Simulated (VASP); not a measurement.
Output of a VASP run:

**OUTCAR**
```
 ion  position               nearest neighbor table
   1  0.667  0.333  0.501-   4 1.97   4 1.97   4 1.97   3 1.98
   2  0.333  0.667  0.001-   3 1.97   3 1.97   3 1.97   4 1.98
   3  0.667  0.333  0.880-   2 1.97   2 1.97   2 1.97   1 1.98
   4  0.333  0.667  0.380-   1 1.97   1 1.97   1 1.97   2 1.98
  LATTYP: Found a hexagonal cell.
 ALAT       =     3.2373500000
 C/A-ratio  =     1.6130662425
 Subroutine PRICEL returns:
 Original cell was already a primitive cell.
 Subroutine GETGRP returns: Found 12 space group operations
The static configuration has the point symmetry C_3v.
 The point group associated with its full space group is C_6v.
The dynamic configuration has the point symmetry C_3v.
 Subroutine INISYM returns: Found 12 space group operations
 Subroutine IBZKPT returns following result:
 Found     21 irreducible k-points:

 Following reciprocal coordinates:
            Coordinates               Weight
  0.000000  0.000000  0.000000      1.000000
  0.166667  0.000000  0.000000      6.000000
  0.333333  0.000000  0.000000      6.000000
  0.500000  0.000000  0.000000      3.000000
  0.166667  0.166667  0.000000      6.000000
  0.333333  0.166667  0.000000     12.000000
  0.333333  0.333333  0.000000      2.000000
  0.000000  0.000000  0.250000      2.000000
  0.166667  0.000000  0.250000     12.000000
  0.333333  0.000000  0.250000     12.000000
  0.500000  0.000000  0.250000      6.000000
  0.166667  0.166667  0.250000     12.000000
  0.333333  0.166667  0.250000     24.000000
  0.333333  0.333333  0.250000      4.000000
  0.000000  0.000000  0.500000      1.000000
  0.166667  0.000000  0.500000      6.000000
  0.333333  0.000000  0.500000      6.000000
  0.500000  0.000000  0.500000      3.000000
  0.166667  0.166667  0.500000      6.000000
  0.333333  0.166667  0.500000     12.000000
  0.333333  0.333333  0.500000      2.000000
   k-points           NKPTS =     21   k-points in BZ     NKDIM =     21   number of bands    NBANDS=     22
   number of dos      NEDOS =    301   number of ions     NIONS =      4
   total plane-waves  NPLWV =  20736
   dimension x,y,z NGX =    24 NGY =   24 NGZ =   36
   dimension x,y,z NGXF=    48 NGYF=   48 NGZF=   72
   ions per type =               2   2
   PREC   = accura    normal or accurate (medium, high low for compatibility)
   ISTART =      0    job   : 0-new  1-cont  2-samecut
   ICHARG =      2    charge: 1-file 2-atom 10-const
   ISPIN  =      1    spin polarized calculation?
   LNONCOLLINEAR =      F non collinear calculations
   LSORBIT =      F    spin-orbit coupling
   INIWAV =      1    electr: 0-lowe 1-rand  2-diag
   ENCUT  =  400.0 eV  29.40 Ry    5.42 a.u.   5.28  5.28  8.52*2*pi/ulx,y,z
   NELM   =    100;   NELMIN=  2; NELMDL= -5     # of ELM steps
   EDIFF  = 0.1E-05   stopping-criterion for ELM
   LREAL  =      F    real-space projection
   NLSPLINE    = F    spline interpolate recip. space projectors
   LMAXMIX     =    4 max onsite mixed and CHGCAR
   VOSKOWN=      0    Vosko Wilk Nusair interpolation
   EDIFFG = 0.1E-04   stopping-criterion for IOM
   NSW    =      0    number of steps for IOM
   NBLOCK =      1;   KBLOCK =      1    inner block; outer block
   IBRION =     -1    ionic relax: 0-MD 1-quasi-New 2-CG
   NFREE  =      0    steps in history (QN), initial steepest desc. (CG)
   ISIF   =      2    stress and relaxation
   ISYM   =      2    0-nonsym 1-usesym 2-fastsym
   TEIN   =    0.0    initial temperature
   TEBEG  =    0.0;   TEEND  =   0.0 temperature during run
   SMASS  =  -3.00    Nose mass-parameter (am)
   PSTRESS=    0.0 pullay stress
   NELECT =      36.0000    total number of electrons
   EFERMI =   0.00;   METHOD = LEGACY
   ISMEAR =    -1;   SIGMA  =   0.01  broadening in eV -4-tet -1-fermi 0-gaus
   IALGO  =     38    algorithm
   LDIAG  =      T    sub-space diagonalisation (order eigenvalues)
   IMIX   =      4    mixing-type and parameters
     AMIX     =   0.40;   BMIX     =  1.00
     AMIX_MAG =   1.60;   BMIX_MAG =  1.00
...
```

OSZICAR:
```
       N       E                     dE             d eps       ncg     rms          rms(c)
DAV:   1     0.255385130719E+03    0.25539E+03   -0.16313E+04   932   0.201E+03
DAV:   2     0.462788715758E+01   -0.25076E+03   -0.24339E+03   996   0.395E+02
DAV:   3    -0.206059043917E+02   -0.25234E+02   -0.25077E+02  1080   0.139E+02
DAV:   4    -0.210197895361E+02   -0.41389E+00   -0.41333E+00  1026   0.189E+01
DAV:   5    -0.210231741819E+02   -0.33846E-02   -0.33831E-02  1068   0.161E+00    0.151E+01
DAV:   6    -0.177124565250E+02    0.33107E+01   -0.11149E+01  1586   0.709E+01    0.935E+00
DAV:   7    -0.178834124098E+02   -0.17096E+00   -0.25983E+00   956   0.187E+01    0.553E+00
DAV:   8    -0.179022012813E+02   -0.18789E-01   -0.75796E-01  1398   0.892E+00    0.176E+00
DAV:   9    -0.178418826939E+02    0.60319E-01   -0.17940E-01  1476   0.779E+00    0.315E-01
DAV:  10    -0.178454020273E+02   -0.35193E-02   -0.51786E-02   936   0.168E+00    0.150E-01
DAV:  11    -0.178453610750E+02    0.40952E-04   -0.14889E-03  1354   0.604E-01    0.392E-02
DAV:  12    -0.178454214376E+02   -0.60363E-04   -0.18355E-04  1218   0.308E-01    0.325E-02
DAV:  13    -0.178454164311E+02    0.50065E-05   -0.33194E-05  1160   0.143E-01    0.127E-02
DAV:  14    -0.178454168525E+02   -0.42142E-06   -0.16356E-05   984   0.350E-02    0.481E-03
DAV:  15    -0.178454162244E+02    0.62806E-06   -0.16513E-06   718   0.111E-02
   1 F= -.17845416E+02 E0= -.17845416E+02  d E =-.106144E-12
```

### OUTCAR
```
------------------------ aborting loop because EDIFF is reached ----------------------------------------
  FORCE on cell =-STRESS in cart. coord.  units (eV):
  Direction    XX          YY          ZZ          XY          YZ          ZX
  --------------------------------------------------------------------------------------
  Total        0.6051987      0.6051985      0.5933623      0.0000000      0.0000000      0.0000000
  in kB       20.4577006     20.4576957     20.0575901      0.0000000      0.0000000      0.0000000
  external PRESSURE =      20.3243288 kB  Pullay stress =       0.0000000 kB
  volume of cell :       47.40
      direct lattice vectors                 reciprocal lattice vectors
     3.237350000  0.000000000  0.000000000     0.308894621  0.178340414  0.000000000
    -1.618675000  2.803627000  0.000000000     0.000000000  0.356680828  0.000000000
     0.000000000  0.000000000  5.222060000     0.000000000  0.000000000  0.191495310
  FREE ENERGIE OF THE ION-ELECTRON SYSTEM (eV)
  ---------------------------------------------------
  free  energy   TOTEN  =       -17.8454162244 eV

  energy  without entropy=      -17.8454162244  energy(sigma->0) =      -17.84541622
```
(Selected blocks of OUTCAR.)

POSCAR:
```
ZnO
1
    3.2373500000     0.0000000000     0.0000000000
   -1.6186750000     2.8036270000     0.0000000000
    0.0000000000     0.0000000000     5.2220600000
Zn O
2 2
Direct
  0.6666670000   0.3333330000   0.5005900000
  0.3333330000   0.6666670000   0.0005900000
  0.6666670000   0.3333330000   0.8797200000
  0.3333330000   0.6666670000   0.3797200000
```

Reconstruct the remaining input files.

This is not unique; one that fits is the input of the run itself, PBE GGA, plane waves, VASP's PBE PAW potentials (set 64).

INCAR:
```
# general
SYSTEM  = ZnO
PREC    = Accurate
ENCUT   = 400
LREAL   = F   # projection in real space or not
LASPH   = T   # aspherical one-centre terms

# electronic loop
EDIFF   = 1E-6   # SCF stop (eV)
NELM    = 100   # most electronic steps
ALGO    = Normal   # blocked Davidson
LMAXMIX = 4   # l cut-off of mixed one-centre charges

# smearing
ISMEAR  = -1   # Fermi-Dirac
SIGMA   = 0.01

# functional
GGA     = PE   # PBE

# ions
ISIF    = 2   # forces and stress, cell fixed

# output
LWAVE   = F
LCHARG  = F
```

File KPOINTS:
```
Automatic mesh
0
Gamma
6 6 4
0 0 0
```

POTCAR, in this order: Zn O (PBE.64 set). Program: vasp_std.

At this cut-off the stress carries a Pulay error, which pulls relaxed volumes low.

The structure comes from a computed database's ZnO entry; how it stands against other phases isn't given here. The cell was not relaxed at this level.
